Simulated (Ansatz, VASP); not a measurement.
**CrTeS (1T-CrSTe bilayer, AA): VASP beside Ansatz**

One calculation is typed for both programs; each brings its own data sets. How far apart do they land? The structure shown is the start of the Ansatz relaxation below; VASP solves that cell, so the two are compared at the walk's first step.

Calculated with Ansatz 0.2.0; plane waves, with VASP 6.6.1 beside it; single point at PBE with D3(BJ).

In doubt: warnings of the run leave room for a lower electronic state, so energies may not be the lowest and differences between runs may mislead.

## Step 1: Set-up

The cell holds 6 atoms: 2 Te, 2 Cr and 2 S. Cell: a = 3.365 Å, b = 3.365 Å, c = 49.597 Å, α = 90.0°, β = 90.0°, γ = 120.0°. Vacuum lies along c.

## Step 2: Ansatz: relaxation, PBE with D3(BJ)

Ansatz runs on its default PAW (the set named soft_2) files.

The two programs are compared at the cell with which this relaxation starts, whose forces are those of its first step.

Contents of input.yaml:

```yaml
crystal:
  lattice:
    - [3.365, 0.0, 0.0]
    - [-1.6825, 2.9141754837, 0.0]
    - [0.0, 0.0, 49.597222188]
  atoms:
    - { symbol: Te, position: [0.6666666667, 0.3333333333, 0.406272753] }
    - { symbol: Cr, position: [0.0, 0.0, 0.4426400387], spin: 3.0 }
    - { symbol: S, position: [0.3333333333, 0.6666666667, 0.4682441893] }
    - { symbol: Te, position: [0.6666666667, 0.3333333333, 0.5317558107] }
    - { symbol: Cr, position: [0.0, 0.0, 0.5681230964], spin: -3.0 }
    - { symbol: S, position: [0.3333333333, 0.6666666667, 0.593727247] }
  periodic: [true, true, false]
magnetization:
  spin_polarized: true
kpoints:
  mp_grid: { grid: [12, 12, 1] }
hamiltonian:
  xc: pbe
  dispersion: d3bj
scf:
  occupations: { method: fermi_dirac, width: 0.05 }
  convergence: { dr2_threshold: 1.0e-09 }
relax:
  f_tol: 0.004
  max_steps: 90
  cell: {}
output:
  write_potential: true
  write_density: true
  volumetric_format: npy
```

Run with:

```sh
$ ansatz run input.yaml --threads 4 --pin off --max-ram 6144MiB --backend cpu --events-out ev --progress --plain --runs-dir out
```

Numbers of over 12 decimals in the logs are rounded to 6 here.

What it wrote:

```text
Warning: relax.cell: scf.convergence.dr2_threshold = 1e-9 eV is looser than the 1.61124527082e-10 eV advised for a relaxation that steers and ends on the stress (1e-10 eV for each atom of the cell: 6, times the square of relax.cell.stress_2d_tol = 0.05 N/m over 19.3 Å (the atoms' height at the walk's start and 5 Å past either face), 2.591e-2 GPa, over a crystal's default 0.05). What an SCF threshold leaves in a stress goes as its square root, and in the free energy as the threshold itself, and one threshold admits the most on a small cell: [figures from the program's tests cut] Set scf.convergence.dr2_threshold to 1.61124527082e-10 eV or tighter. [rest of the remark cut]
Engine: ansatz 0.2.0, x86_64-unknown-linux-gnu
Pseudopotentials: kind: paw
Pseudopotential: Te, paw, valence charge 16, recommended cutoff 420 eV (normal), Te.paw.azcp
Pseudopotential: Cr, paw, valence charge 14, recommended cutoff 420 eV (normal), Cr.paw.azcp
Pseudopotential: S, paw, valence charge 6, recommended cutoff 420 eV (normal), S.paw.azcp
Functional definition: PBE
  parameter kappa = 0.804
  parameter beta = 0.066725
  exchange = pbe_x(kappa = kappa, mu = beta*pi^2/3)
  correlation = pbe_c(beta = beta)
Crystal: 6 atoms, lattice volume = 486.360 Å³
Basis set: ecut = 420 eV, 9597 PW (Γ), exchange–correlation on 48×48×720 points (8 copies of the dense FFT grid, shifted against one another)
Bands: 47, of which v1, the nominal top of the filled ones, is band 36 counted from 1 (35 counted from 0)
Symmetry: 6 space group operations
Space group: P3m1 (ITA 156), of the structure as read, at distance tolerance 7.9e-5 Å
Magnetic group: BNS 156.49 (UNI 1279), of the structure as read, at distance tolerance 7.9e-5 Å
k-points: 19 of 144 (time reversal used)
Non-local potential: Te, projectors of the file, l = 0: 2, l = 1: 2, l = 2: 2, l = 3: 2
Non-local potential: Cr, projectors of the file, l = 0: 3, l = 1: 2, l = 2: 3, l = 3: 1
Non-local potential: S, projectors of the file, l = 0: 2, l = 1: 2, l = 2: 2
PAW form: soft (Blöchl's): semilocal exchange-correlation on the pseudo side does not see the compensation charge
PAW one-centre angular grid: Te, 590 points (default); XC on 64 Gauss nodes
PAW one-centre angular grid: Cr, 590 points (default); XC on 64 Gauss nodes
PAW one-centre angular grid: S, 110 points (default); XC on 64 Gauss nodes
Initial density: superposition of atomic densities (neutral atoms: chi_scale 0, normalization atom)
Starting moments: Σ|m| = 6 μB on 2 of 6 sites
Starting magnetic order: compensated ferrimagnet; no operation exchanges its spin sublattices
Initial wavefunctions: pseudopotential atomic-orbital guess
Functional: x = pbe(κ = 0.804, μ = 0.219515), c = pbe(β = 0.066725)
SCF iter   1: F=—  HF=-22526.531485 eV  |F-HF|=—  |Δ(HF+E_count)|=         —  Δρ=2.50e-2 (↑2.50e-2 ↓2.49e-2)  dr2=1.40e1  dr2_m=3.33e-1  M=-0.007 μB ∫|m|=5.468 μB  β_m=0.30  ethr=3.10e-3  ⟨swp⟩=16.1  Hψ=12835  notcnv=0  defer=37
Mixer restart at iter 1: flushing history
preconditioner: auto → LDOS  [metal: Δε(μ)=0.077 eV  Ē_g=8.472 eV  σ=0.050 eV  W_gap=0.33  n_scr=30 (ndim 8)  ℏωp=10.1 eV  f_vac=0.731  D(μ)=3.45/eV (n_scr^D=16)]
spin=Collinear: LDOS preconditioning applied to the charge; magnetization (m = ρ↑ − ρ↓) channel mixes plain (no charge-response kernel on spin).
SCF iter   2: F=—  HF=-22524.316248 eV  |F-HF|=—  |Δ(HF+E_count)|=    2.22e0  Δρ=1.31e-2 (↑1.31e-2 ↓1.31e-2)  dr2=4.26e0  dr2_m=1.14e-1  M=0.009 μB ∫|m|=5.617 μB  β_m=0.44  ethr=3.10e-3  ⟨swp⟩=4.2  Hψ=4406  notcnv=0  defer=112
SCF iter   3: F=—  HF=-22523.744907 eV  |F-HF|=—  |Δ(HF+E_count)|=   5.71e-1  Δρ=3.65e-3 (↑3.64e-3 ↓3.65e-3)  dr2=1.00e-1  dr2_m=3.26e-2  M=0.039 μB ∫|m|=5.716 μB  β_m=0.51  ethr=3.10e-3  ⟨swp⟩=3.4  Hψ=3691  notcnv=0  defer=107
SCF iter   4: F=—  HF=-22523.752936 eV  |F-HF|=—  |Δ(HF+E_count)|=         —  Δρ=1.61e-3 (↑1.61e-3 ↓1.55e-3)  dr2=8.15e-3  dr2_m=8.24e-3  M=0.062 μB ∫|m|=5.749 μB  β_m=0.51  ethr=1.40e-4  ⟨swp⟩=4.0  Hψ=4839  notcnv=0  defer=109
SCF iter   5: F=—  HF=-22523.761308 eV  |F-HF|=—  |Δ(HF+E_count)|=   8.37e-3  Δρ=7.26e-4 (↑7.26e-4 ↓7.09e-4)  dr2=1.91e-3  dr2_m=1.91e-3  M=0.061 μB ∫|m|=5.755 μB  β_m=0.66  ethr=1.13e-5  ⟨swp⟩=3.2  Hψ=3871  notcnv=0  defer=109
[...]
dispersion: the relaxed geometry stands within reach of a switch of an atom's C6, across which e_disp changes (each atom's share, over what another start of this relaxation can change, by strains that relax.cell.fix and crystal.periodic leave, which move a neighbour at the mean distance by 0.05 Å at the most, and each atom moved with its periodic images by 0.025 Å at the most, and none along a coordinate that relax.c [...]
WARN: an SCF from ferromagnetic starting moments (0.00, -3.00, 0.00, 0.00, -3.00, 0.00 Bohr magnetons, atom by atom) was not made, by what the run has read of turns of its moments that order reads lower: the deck asks for what bars it, or types moments that do (magnetization.spin_polarized, in the input reference, names some of the keys), or the run goes by scf.lower_state_search: light, the default, which as a rule tries one only behind a close that has lost an order of both signs, or on which an open d or half-filled 4f shell of a PAW file has lost a moment that was set nearer to Hund's than to what is left; [rest of the remark cut]
SCF converged after 11 iterations
an eigenvalue changed by more than its tolerance at an iteration that met the thresholds in force, so the SCF went on 3 times, its first undamped step at iteration 8: the last check found none over its tolerance
Magnetization: 0.0573 μB (36.0287 up, 35.9713 down)
Absolute magnetization: 5.9780 μB (∫|ρ↑−ρ↓|, with the PAW one-centre terms)
Spin contamination: 2.6685 ħ² per cell (⟨S²⟩ above its minimum at these occupations)
Per-site moments (μB) at R_I (Å): [(-0.114950, 1.139504), (2.314297, 0.947510), (-0.076456, 0.947510), (0.120759, 1.137128), (-2.286327, 0.947844), (0.075583, 0.947844)]
Free energy (F): -22524.379320 eV
Harris-Foulkes:  -22524.379320 eV  (|F-HF|=3.20e-10)
Internal energy: -22524.356903 eV  (E = F + TS)
E sigma→0 (E₀):  -22524.368111 eV
Entropy (-TS):   -0.022417 eV (-3.736 meV/atom)
Fermi energy:    -5.127635 eV
--- Per-component energies (eV) ---
  E_band       = -2075.741792
  E_kinetic    = 1260.235716
  E_local      = -398322.578692  (includes V_loc(G=0)·N_el)
  E_nonlocal   = -399.958609
  E_hartree    = 198689.380607
  E_xc         = -721.070586
  E_vxc        = -737.909403  (∫ρ·V_xc dr)
  E_paw        = -12919.665693  (= ΣΔE_a)
  E_vpaw       = -1254.293886  (= ΣTr[D̂ρ^β])
  E_aug_tail   = 0.000368  (compensation charges beyond the density's cutoff)
  E_ewald      = 189891.752606
  E_disp       = -2.452620  (pairwise vdW)
  E_smearing   = -0.022417  (= −TS)
  E_closure    = 0.000000  (closes the sum)
  Σ components = -22524.379320   (vs F -22524.379320, Δ=0.00e0)
--- Forces (eV/Å), atoms counted from 1 ---
  atom   1  Te     0.00000000     0.00000000     0.00207804
  atom   2  Cr     0.00000000     0.00000000    -0.00137824
  atom   3  S      0.00000000     0.00000000    -0.00056367
  atom   4  Te    -0.00000000     0.00000000     0.00007191
  atom   5  Cr     0.00000000     0.00000000    -0.00004918
  atom   6  S      0.00000000     0.00000000    -0.00015796
  max |Σ_I F_I| component: 9.03e-7 eV/Å
--- 2D stress c σ (N/m, compression-positive) ---
        0.019715       0.000000      -0.000000
        0.000000       0.019715      -0.000000
       -0.000000      -0.000000       0.000000
  P = ½ c Tr σ = 0.0197 N/m
--- Band table (eV; the first three rows and the last of 38) ---
  k-point 0 ↑: bands = [... 32 lower, -4.8388, -4.1221, -4.1221, -3.8481, -3.8481, -3.4913, -3.4913, -3.2182, ... 7 higher]
  k-point 1 ↑: bands = [... 32 lower, -5.0795, -4.6523, -4.3919, -3.9850, -3.8960, -3.7588, -3.2960, -2.9792, ... 7 higher]
  k-point 2 ↑: bands = [... 32 lower, -5.9822, -5.5835, -4.8156, -4.4670, -4.1026, -3.8894, -3.3699, -3.0952, ... 7 higher]
  k-point 18 ↓: bands = [... 32 lower, -7.3708, -7.2536, -6.0034, -5.7490, -5.4857, -4.0893, -3.6676, -3.5843, ... 7 higher]
  the weakly bound empty levels are not read free of the cell's end (no_gap_told)
--- Relaxed structure (15 steps of the walk, 11 accepted, 1 SCFs on fresh bases) ---
  F+E_penalty+E_count = -22524.37931962 eV   max|allowed force component| = 2.078e-3 eV/Å   (the final SCF, on the basis selected at the relaxed cell)
  cell:  # Å, volume = 510.9712 Å³
    - [3.449087, 3.1118599429826178e-18, 0]
    - [-1.724544, 2.986997, 0]
    - [0, 0, 49.597222188]
  atoms:
    - { symbol: Te, position: [0.666667, 0.333333, 0.407125] }
    - { symbol: Cr, position: [5.052921274558168e-18, 0, 0.445728] }
    - { symbol: S, position: [0.333333, 0.666667, 0.468812] }
    - { symbol: Te, position: [0.666667, 0.333333, 0.529704] }
    - { symbol: Cr, position: [0, 0, 0.568139] }
    - { symbol: S, position: [0.333333, 0.666667, 0.591255] }
```

(Continued in part 2 of 2.)

[Lines on the potential files, build, host, timing and source positions are cut from VASP's logs without a mark.]

[Logs are printed without paths, hosts, clocks, repeated set-up lines and the standing remarks that a program may print on its own settings, such as how far it seeks lower states.]

[Hosts, paths, dates, database ids (printed as entryN), source tags and the programs' standing remarks are cut or masked in the printed files.]
